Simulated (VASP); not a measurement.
OSZICAR of a VASP run on C₃₂GeSi₃₁:

OSZICAR:
```
       N       E                     dE             d eps       ncg     rms          rms(c)
DAV:   1    -0.560911984224E+03   -0.56091E+03   -0.99943E+00   640   0.795E+00    0.148E+01
DAV:   2    -0.561058924524E+03   -0.14694E+00   -0.28344E-01   704   0.122E+00    0.107E+01
DAV:   3    -0.561049679179E+03    0.92453E-02   -0.20672E-02   712   0.337E-01    0.628E+00
DAV:   4    -0.561043230150E+03    0.64490E-02   -0.42791E-03   736   0.148E-01    0.362E+00
DAV:   5    -0.561041120664E+03    0.21095E-02   -0.12144E-03   744   0.768E-02    0.206E+00
DAV:   6    -0.561040452385E+03    0.66828E-03   -0.33934E-04   712   0.432E-02    0.118E+00
DAV:   7    -0.561040235382E+03    0.21700E-03   -0.94352E-05   712   0.237E-02    0.669E-01
DAV:   8    -0.561040168227E+03    0.67155E-04   -0.24665E-05   432   0.133E-02    0.387E-01
DAV:   9    -0.561040149414E+03    0.18813E-04   -0.12699E-05   424   0.989E-03    0.219E-01
DAV:  10    -0.561040145035E+03    0.43783E-05   -0.35166E-06   416   0.501E-03
   1 F= -.56104015E+03 E0= -.56104015E+03  d E =-.281095E-09  mag=     1.0000
```

Question: Which electronic solver shows in the log?

Answer: It is blocked Davidson (ALGO = Normal, or the opening steps of other solvers). The INCAR had ALGO = Normal.

Question: How was spin treated?

Answer: Collinear spin (ISPIN = 2): the summary line carries one mag value, 1.00 μB in the cell.

Question: Can the final energy be trusted as converged?

Answer: The calculation finished and met its thresholds. It stopped with EDIFF = 1E-5, NELM = 50 (HSE06 screened hybrid, plane waves, VASP's PBE PAW potentials (set 64)).  The cell is charged, with a uniform compensating background. The supercell is sampled at Γ alone, which is coarse: total energies, pressure and levels can be off, energies of defects by several tenths of an eV.

The cell is a supercell with a defect, built from SiC (zinc blende): Ge_Si, charge +1. The cell's shape comes from a PBE relaxation. The total moment is imposed (NUPDOWN), so this need not be the lowest spin state.
